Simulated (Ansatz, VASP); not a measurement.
# Two plane-wave programs on Zn2Cl3

```
Zn Cl
1.0
     3.78709    0.00000    0.00000
    -1.89354    3.27971    0.00000
     0.00000    0.00000    9.42905
Zn Cl
2 3
Direct
  0.33333 0.66667 0.17859
  0.66667 0.33333 0.82141
  0.00000 0.00000 0.00000
  0.33333 0.66667 0.69236
  0.66667 0.33333 0.30764
```

Alike in both runs: functional PBE; k mesh 6 × 6 × 4; occupations gaussian, width 0.1 eV; no spin polarisation.

Ansatz relaxed the structure, and its values are those at the end. VASP's run is a single point on that final structure, the one shown.

|  | VASP | Ansatz |
| --- | --- | --- |
| version | VASP 6.6.1 | Ansatz 0.2.0 |
| potentials or method | VASP PAW PBE potentials, release 64 (Zn, Cl) | scalar-relativistic, plane waves, PAW |
| plane-wave cutoff (eV) | 520 | 420 |
| valence electrons in the cell | 45 | 45 |

```csv
,VASP,Ansatz,Ansatz less VASP
gap on the k mesh at the Fermi level (eV),none,none,-
pressure (GPa),0.1,0.1,-0.03
rms of the force components (eV/Å),0.014,0.013,-0.0014
```

A gap of «none» marks a metal or a gap that the smearing closes.

Caveats: this functional lacks dispersion, which binds the layers, so the pressure and a relaxed spacing across them are unreliable; an odd number of electrons without spin polarisation forces a metal; a magnetic or distorted state may lie lower.
